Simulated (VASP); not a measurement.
Given:

```yaml
crystal:
  lattice:
    - [3.30611, 0.00000, 0.00000]
    - [-1.65305, 2.86317, 0.00000]
    - [0.00000, 0.00000, 6.09591]
  atoms:
    - { symbol: Hf, position: [0.00000, 0.00000, 0.00000] }
    - { symbol: Hf, position: [0.00000, 0.00000, 0.50000] }
    - { symbol: B, position: [0.33333, 0.66667, 0.25000] }
    - { symbol: B, position: [0.66667, 0.33333, 0.75000] }
```

The numbers are results of PBEsol GGA, VASP's PBE PAW potentials (set 64) (plane waves; VASP), not measurements. Run with 520 eV cut-off, Gaussian smearing of 0.050 eV, potentials Hf_pv B.

### Question
Give the energies of bands 7 to 16 at the high-symmetry points, in eV from the Fermi level.

### Answer

| band | Γ | M | K | A | L | H |
|---|---|---|---|---|---|---|
| 7 | -9.36 | -6.62 | -5.43 | -8.11 | -5.78 | -5.34 |
| 8 | -5.34 | -4.69 | -5.43 | -8.11 | -5.78 | -5.34 |
| 9 | -5.04 | -4.64 | -3.45 | -1.93 | -3.57 | -2.76 |
| 10 | -0.78 | -2.66 | -2.78 | -1.93 | -3.57 | -2.76 |
| 11 | -0.74 | -1.11 | -2.78 | 0.26 | -0.75 | -1.57 |
| 12 | -0.74 | -0.83 | -1.14 | 0.26 | -0.75 | -1.57 |
| 13 | 2.35 | -0.65 | -1.14 | 0.26 | 0.05 | -1.22 |
| 14 | 2.35 | 0.25 | 0.94 | 0.26 | 0.05 | -1.22 |
| 15 | 2.47 | 1.95 | 3.33 | 3.44 | 1.35 | 2.20 |
| 16 | 2.47 | 2.13 | 3.33 | 3.44 | 1.35 | 2.20 |

It has no gap at this level: it comes out as a metal or semimetal.

The structure was generated: HfB was put into the NiAs type type (P6_3/mmc), which need not be its known phase. It was relaxed first, which changed the volume by -32 %.
